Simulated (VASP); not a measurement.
Hf (hcp) is relaxed at rising pressure, each step from the one before. Symmetry mostly holds the structure type, and other phases were not tried. The mesh follows the cell, and a change of mesh leaves a small step in the series.

Here is the system:

Hf is taken in the hexagonal space group P6₃/mmc (No. 194), the hcp (Mg type) structure, Pearson symbol hP2. Conventional cell: a = 3.157 Å, b = 3.157 Å, c = 4.992 Å, α = 90.00°, β = 90.00°, γ = 120.00°. Hf on 2c is surrounded by 12 Hf at 3.090–3.157 Å (anticuboctahedral). (Neighbours: up to the widest gap in distance over summed covalent radii, below 1.35, at either atom.)

Calculation: PBEsol GGA, VASP's PBE PAW potentials (set 64) (plane waves; VASP 6.6.1). Numerical set-up: 500 eV cut-off, 13×13×7 Γ-centred mesh, first-order Methfessel-Paxton smearing of 0.10 eV, potentials Hf_pv.

Unless said otherwise, spin-orbit coupling is left out, though it shifts the bands of the heavy elements here.

```csv
P (GPa),V (Å³/atom),H − H(0) (eV/atom),space group,gap on the mesh (eV),k-mesh
0,21.54,0.000,P6_3/mmc,0.00,13×13×7
5,20.69,0.657,P6_3/mmc,0.00,13×13×8
10,19.97,1.291,P6_3/mmc,0.00,14×14×8
20,18.77,2.499,P6_3/mmc,0.00,14×14×8
30,17.78,3.639,P6_3/mmc,0.00,14×14×8
45,16.62,5.247,P6_3/mmc,0.00,15×15×8
```

Pressures at which the relaxation failed are left out.

The compound is Hf in the hcp structure.
